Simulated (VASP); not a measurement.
Here is the system:

```xyz
8
Lattice="3.4122 -5.7756 0.0000 1.6479 2.8542 0.0000 0.0000 0.0000 5.2906" Properties=species:S:1:pos:R:3 pbc="T T T"
In     1.7656    -1.0194     2.6353
In     1.5883     0.9858     5.2806
N      1.8316    -1.0575     4.7801
N      1.5224     1.0239     2.1347
N      3.2255    -3.7651     4.5675
N      3.5406    -2.0442     1.9222
Al     3.3754    -3.8516     2.6405
Al     3.3907    -1.9576     5.2858
```

These are PBEsol GGA, VASP's PBE PAW potentials (set 64) (plane waves; VASP) values and carry that method's errors. Settings: 520 eV cut-off, Gaussian smearing of 0.050 eV, potentials In_d N Al.

Unless said otherwise, spin-orbit coupling is left out, though it shifts the bands of the heavy elements here.

Q: What does the run give for the band gap (along the path) with the smallest direct gap where there is one?

A: 
```json
{
 "band gap (along the path)": "1.05 eV",
 "smallest direct gap (along the path)": "1.05 eV"
}
```

The absolute energy has meaning only against runs of the same code, potentials and settings.

The structure was generated: Al2In2N4 was put into an ordered model structure (Pmn2_1), which need not be its known phase. It was relaxed first.
